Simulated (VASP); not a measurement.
Runs of VASP 6.6.1 on NiMoIrPdW. It takes space group P3m1 (No. 156, trigonal). The conventional cell has a = 2.761 Å, b = 2.761 Å, c = 11.341 Å, α = 90.00°, β = 90.00°, γ = 120.00°. Ni (site symmetry 3m) has 3 W at 2.59 Å and 3 Pd at 2.68 Å and 6 Ni at 2.76 Å as nearest neighbours. Around Mo (site symmetry 3m) lie 3 Ir at 2.66 Å and 1 W at 2.66 Å and 6 Mo at 2.76 Å. Pd (site symmetry 3m) has 3 Ni at 2.68 Å and 6 Pd at 2.76 Å and 3 Ir at 2.84 Å as nearest neighbours. Around Ir (site symmetry 3m) lie 3 Mo at 2.66 Å and 6 Ir at 2.76 Å and 3 Pd at 2.84 Å. W (site symmetry 3m) is surrounded by 3 Ni at 2.59 Å and 1 Mo at 2.66 Å and 6 W at 2.76 Å. The cell was built by a generator and needn't be a form met in nature.

| level | gap on the mesh (eV) | pressure (GPa) | moment (μB) | relaxed volume (Å³/atom) |
| --- | --- | --- | --- | --- |
| PBE+D2 | none | 0.0 | 0.00 | (b) |
| PBE+TS | none | 0.0 | 0.00 | 14.35 |
| PBE+D4 | none | 0.0 | 0.00 | (a) |
| PBE+D3 | none | 0.0 | 0.00 | 14.50 |
| PBE+D3(BJ) | none | 0.0 | 0.00 | 14.53 |

Alike in all rows: task relaxation of cell and atoms; potentials or basis VASP PAW PBE potentials, release 64 (Ni, Mo_sv, Pd, Ir, W_sv); spin collinear, ferromagnetic start; cell relaxed; k mesh 11 × 11 × 3; cutoff (eV) 600; smearing fermi-dirac 0.05 eV.

Task: Estimate the missing entries.

Result: (a) 14.60; (b) 14.04.

Caveats: pairwise dispersion overbinds metals, which lowers pressure and volume; atom-pairwise D2, TS and ULG terms overbind metals (some runs).

A k mesh can miss the band edges, and the runs leave out spin-orbit coupling on Ir, Mo, Pd, W.

A gap of «none» marks a metal or a gap under the smearing width.
